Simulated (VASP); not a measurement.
Here is a VASP 6.6.1 calculation.

The input INCAR:

```
  PREC = Accurate
  ENCUT = 520
  EDIFF = 1E-6
  ISMEAR = -1
  SIGMA = 0.002
  LREAL = Auto
  LASPH = T
  NELM = 100
  ALGO = Normal
  ISIF = 2
  LWAVE = F
  LCHARG = F
  GGA = PE
  IVDW = 12
  NBANDS = 37
```

KPOINTS

```
regular mesh
0
Gamma
  1 1 1
```

The input POSCAR:

```
MgH8Cl2O4
1.0
    5.7082670000      0.0000000000      0.0000000000
    0.0000000000      5.7082670000      0.0000000000
    0.0000000000      0.0000000000      5.7082670000
O H Mg Cl
4 8 1 2
Direct
    0.4314093927      0.9408459695      0.9522680001
    0.8448273355      1.0856009363      0.5019036426
    0.3335513213      0.2370246521      0.3254753150
    0.9606418200      0.0532210564      0.0364909350
    0.3855636045      0.8552683328      0.8106663546
    0.4741544150      0.8165875913      1.0623889878
    0.9291086069      0.9399875654      0.5509553075
    0.6885101906      1.0474107115      0.4499088778
    0.3926585775      0.1178991803      0.2134448161
    0.4737339721      0.3485646344      0.3147189856
    1.1243517516     -0.0050102772      0.0175184517
    0.8820365270     -0.0014189946     -0.1045851569
    1.0282455253      0.3535924301      0.3382287479
    0.1433359722      0.6593770053      0.6250408399
    0.6894912239      0.5130628963      0.1799845733
```

Potentials or basis: VASP PAW PBE potentials, release 64 (O, H, Mg, Cl).

Launch:

```sh
$ cat potpaw_PBE.64/O/POTCAR potpaw_PBE.64/H/POTCAR potpaw_PBE.64/Mg/POTCAR potpaw_PBE.64/Cl/POTCAR > POTCAR
$ mpirun -np 1 vasp_gam > vasp.out
```

(1) What does it give for the band gap on the k mesh?

(2) Predict the pressure.

## Answers

(1) 4.63 eV, direct.

(2) 2.2 GPa.
